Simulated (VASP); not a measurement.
Data:

```
CELL_PARAMETERS angstrom
      4.50065     0.00000     0.00000
     -2.25032     3.89767     0.00000
      0.00000     0.00000     5.10773
ATOMIC_POSITIONS crystal
  Ba 0.33333 0.66667 0.99899
  Ga 0.00000 0.00000 0.41900
  Sn 0.66667 0.33333 0.54173
  H  0.00000 0.00000 0.08398
```

All values below come from LDA (Ceperley-Alder, Perdew-Zunger), VASP's LDA PAW potentials (set 64) (plane waves; VASP). Run with 400 eV cut-off, 6×6×5 Γ-centred mesh, tetrahedra with Blöchl corrections, potentials Ba_sv Ga_d Sn_d H.

The cores are frozen, which limits the accuracy of field gradients.

Problem. Give the principal components of the electric field gradient (V/Å²) and the asymmetry η at each nucleus.

Solution. 
```csv
atom,Vxx,Vyy,Vzz,η
Ba1,-34.2,-34.2,68.4,0.00
Ga2,-9.1,-9.1,18.2,0.00
Sn3,67.3,67.3,-134.6,0.00
H4,-2.1,-2.1,4.2,0.00
```

The structure comes from a computed database's BaGaSnH entry (P3m1); how it stands against other phases isn't given here. It was relaxed first, which changed the volume by -10 %.
